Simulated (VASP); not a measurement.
VASP input:

File POSCAR:
```
AlN
1
    1.5456834327    -2.6772022321     0.0000000000
    1.5456834327     2.6772022321     0.0000000000
    0.0000000000     0.0000000000     4.9505946217
Al N
2 2
Direct
  0.6666670000   0.3333330000   0.5000766737
  0.3333330000   0.6666670000   0.0000766737
  0.6666670000   0.3333330000   0.8819233263
  0.3333330000   0.6666670000   0.3819233263
```

**INCAR**
```
ALGO = Normal
EDIFF = 1E-7
ENCUT = 520
ISIF = 2
ISMEAR = -5
LASPH = .TRUE.
LCHARG = .TRUE.
LORBIT = 11
LREAL = .FALSE.
LWAVE = .FALSE.
NEDOS = 601
NELM = 100
PREC = Accurate
SYSTEM = AlN
```

KPOINTS:
```
Automatic mesh
0
Gamma
11 11 6
0 0 0
```

POTCAR, in this order: Al N (LDA.64 set). Program: vasp_std.

Problem. Translate this LDA calculation to Ansatz.

Solution. One equivalent input (not run):
Ansatz 0.2 input:
```yaml
crystal:
  lattice:
    - [1.5456834, -2.6772022, 0.0000000]
    - [1.5456834, 2.6772022, 0.0000000]
    - [0.0000000, 0.0000000, 4.9505946]
  atoms:
    - { symbol: Al, position: [0.6666670, 0.3333330, 0.5000767] }
    - { symbol: Al, position: [0.3333330, 0.6666670, 0.0000767] }
    - { symbol: N, position: [0.6666670, 0.3333330, 0.8819233] }
    - { symbol: N, position: [0.3333330, 0.6666670, 0.3819233] }
kpoints:
  mp_grid: { grid: [11, 11, 6] }
hamiltonian:
  xc: lda
  pseudopotentials: { kind: paw }
scf:
  occupations: { method: tetrahedron }
  max_iter: 100
output: { forces: true, stress: true, eigenvalues: true }
```
The two are equivalent in intent, not identical: each code has its own PAW files, so the cut-off isn't converted (ENCUT is set for VASP's; basis.ecutwfc is left out, and Ansatz then takes the one that its files recommend); Ansatz stops its SCF on the density residual and VASP on the energy change (EDIFF); Ansatz's lda is the Perdew-Wang form, while the LDA potentials of VASP carry Perdew-Zunger's.

The compound is AlN in the wurtzite structure. It was relaxed first.
